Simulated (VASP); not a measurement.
VASP ran on this input.

File POSCAR:
```
Si
1
    0.0000000000     2.7155000000     2.7155000000
    2.7155000000     0.0000000000     2.7155000000
    2.7155000000     2.7155000000     0.0000000000
Si
2
Direct
 -0.0128889707   0.0128889707   0.0313017860
  0.2500000000   0.2500000000   0.2500000000
```

**INCAR**
```
ENCUT=400   # plane-wave cut-off (eV)
LASPH=.TRUE.   # aspherical one-centre terms
SIGMA=0.05   # width (eV)
EDIFFG=-0.01   # ionic stop
NSW=40   # most ionic steps
NELM=100   # most electronic steps
LWAVE=.FALSE.
LREAL=.FALSE.
PREC=Accurate
LCHARG=.FALSE.
ISIF=2
ALGO=Normal
ISMEAR=0   # Gaussian
EDIFF=1E-6   # SCF stop (eV)
IBRION=2   # conjugate gradients
SYSTEM=Si
GGA=PE   # PBE
```

**KPOINTS**
```
Automatic mesh
0
Gamma
6 6 6
0 0 0
```

POTCAR, in this order: Si (PBE.64 set). Program: vasp_std.

### Question
Translate this PBE calculation to Quantum ESPRESSO's pw.x.

### Answer
One equivalent input (not run):
```
&CONTROL
  calculation = 'relax'
  pseudo_dir = './pseudo'
  outdir = './out'
  tprnfor = .true.
  tstress = .true.
  nstep = 40
  forc_conv_thr = 0.00039
/
&SYSTEM
  ibrav = 0
  nat = 2
  ntyp = 1
  ecutwfc = 36
  occupations = 'smearing'
  smearing = 'gaussian'
  degauss = 0.003675
  input_dft = 'pbe'
/
&ELECTRONS
  conv_thr = 7.3e-08
  electron_maxstep = 100
/
&IONS
/
ATOMIC_SPECIES
  Si 28.085 Si.upf
CELL_PARAMETERS angstrom
     0.0000000    2.7155000    2.7155000
     2.7155000    0.0000000    2.7155000
     2.7155000    2.7155000    0.0000000
ATOMIC_POSITIONS crystal
  Si  -0.0128890  0.0128890  0.0313018
  Si   0.2500000  0.2500000  0.2500000
K_POINTS automatic
  6 6 6 0 0 0
```
Limits of the translation: the potentials are each code's own (VASP's PAW set, PseudoDojo norm-conserving files in pw.x), so ENCUT and ecutwfc are chosen apart and not converted; conv_thr bounds pw.x's estimated SCF error, while EDIFF bounds the energy change between steps; forc_conv_thr acts on force components and is met together with etot_conv_thr.

The compound is Si in the diamond structure. In the starting cell atoms are displaced from their ideal sites. This run relaxes the ions in a fixed cell. Symmetry was kept, so distortions that lower it aren't found.
